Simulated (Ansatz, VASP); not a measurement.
# ZnPb2N2 in VASP and in Ansatz

```
CELL_PARAMETERS angstrom
3.74570 0.00000 0.00000
-1.87285 3.24387 0.00000
0.00000 0.00000 9.44891
ATOMIC_POSITIONS crystal
Pb 0.33333 0.66667 0.81307
Pb 0.66667 0.33333 0.18693
Zn 0.00000 0.00000 0.50000
N 0.00000 0.00000 0.30168
N 0.00000 0.00000 0.69832
```

Change from the starting cell: volume scaled by 1.06.

Alike in both runs: task single point; functional PBE; k mesh 8 × 8 × 3; occupations fermi-dirac, width 0.05 eV; no spin polarisation.

|  | VASP | Ansatz |
| --- | --- | --- |
| version | VASP 6.6.1 | Ansatz 0.2.0 |
| potentials or method | VASP PAW PBE potentials, release 64 (Pb_d, Zn, N) | Ansatz PAW |
| plane-wave cutoff (eV) | 520 | 420 |
| valence electrons in the cell | 50 | 50 |

|  | VASP | Ansatz | Ansatz less VASP |
| --- | --- | --- | --- |
| gap on the k mesh at the Fermi level (eV) | 0.60 | 0.61 | +0.013 |
| least direct gap on the mesh (eV) | 1.17 | 1.18 | +0.007 |
| pressure (GPa) | -3.6 | -3.8 | -0.17 |
| largest component of the traceless stress (GPa) | 1.45 | 1.80 | +0.354 |
| rms of the force components (eV/Å) | 0.178 | 0.195 | +0.0169 |

Atom by atom the forces differ by 0.032 eV/Å (rms over components).

Caveats: spin-orbit coupling is left out, which as a rule narrows the gap of such compounds by several tenths of an eV; an odd mesh through Γ misses points on the zone boundary, where band edges often lie (VASP); odd divisions of the mesh miss points on the zone boundary, where band edges often lie, so the gap on the mesh can be too wide (Ansatz).
